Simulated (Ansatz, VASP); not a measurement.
# Two plane-wave programs on ZrBr

Contents of INCAR:

```
SYSTEM = ZrBr
PREC     = Accurate       ! precision mode
ENCUT    = 520            ! plane-wave cutoff, eV
EDIFF    = 1E-7           ! SCF threshold, eV
ISMEAR   = 0              ! smearing method
SIGMA    = 0.1            ! smearing width, eV
LREAL    = .FALSE.        ! projectors in reciprocal space
LASPH    = .TRUE.         ! aspherical terms in the spheres
NELM     = 60             ! most SCF steps
ALGO     = Normal         ! electronic algorithm
ISIF     = 2              ! what is computed and relaxed
LWAVE    = .FALSE.        ! write WAVECAR
LCHARG   = .FALSE.        ! write CHGCAR
GGA      = CA             ! functional
NBANDS   = 27             ! bands
```

Contents of KPOINTS:

```
regular mesh
0
G
  6 6 6
  0 0 0
```

Contents of POSCAR:

```
ZrBr
1.0
    1.7515513874      1.0112586650      9.3570000000
   -1.7515513874      1.0112586650      9.3570000000
    0.0000000000     -2.0225173300      9.3570000000
Zr Br
2 2
Direct
    0.2092000000      0.2092000000      0.2092000000
    0.7908000000      0.7908000000      0.7908000000
    0.3917000000      0.3917000000      0.3917000000
    0.6083000000      0.6083000000      0.6083000000
```

Input for Ansatz:

```yaml
crystal:
  lattice:
    - [1.7515513874, 1.011258665, 9.357]
    - [-1.7515513874, 1.011258665, 9.357]
    - [0.0, -2.02251733, 9.357]
  atoms:
    - { symbol: Zr, position: [0.2092, 0.2092, 0.2092] }
    - { symbol: Zr, position: [0.7908, 0.7908, 0.7908] }
    - { symbol: Br, position: [0.3917, 0.3917, 0.3917] }
    - { symbol: Br, position: [0.6083, 0.6083, 0.6083] }
basis:
  ecutwfc: 420
kpoints:
  mp_grid: { grid: [6, 6, 6] }
hamiltonian:
  xc: lda
scf:
  occupations: { method: gaussian, width: 0.1 }
output:
  forces: true
  stress: true
  eigenvalues: true
```

Alike in both runs: task single point; functional LDA; k mesh 6 × 6 × 6; occupations gaussian, width 0.1 eV; no spin polarisation.

```csv
,VASP,Ansatz
version,VASP 6.6.1,Ansatz 0.2.0
potentials or method,"VASP PAW LDA potentials, release 64 (Zr_sv, Br)","scalar-relativistic, plane waves, PAW"
plane-wave cutoff (eV),520,420
valence electrons in the cell,38,38
```

Ansatz gave:

```
gap on the k mesh at the Fermi level (eV)       : none
pressure (GPa)                                  : -3.3
largest component of the traceless stress (GPa) : 0.05
rms of the force components (eV/Å)              : 0.173
```

Task: What did VASP give for the same quantities?

Result: gap on the k mesh at the Fermi level (eV): none; pressure (GPa): -3.1; largest component of the traceless stress (GPa): 0.07; rms of the force components (eV/Å): 0.172.

Atom by atom the forces differ by 0.008 eV/Å (rms over components). A gap of «none» marks a metal or a gap that the smearing closes.
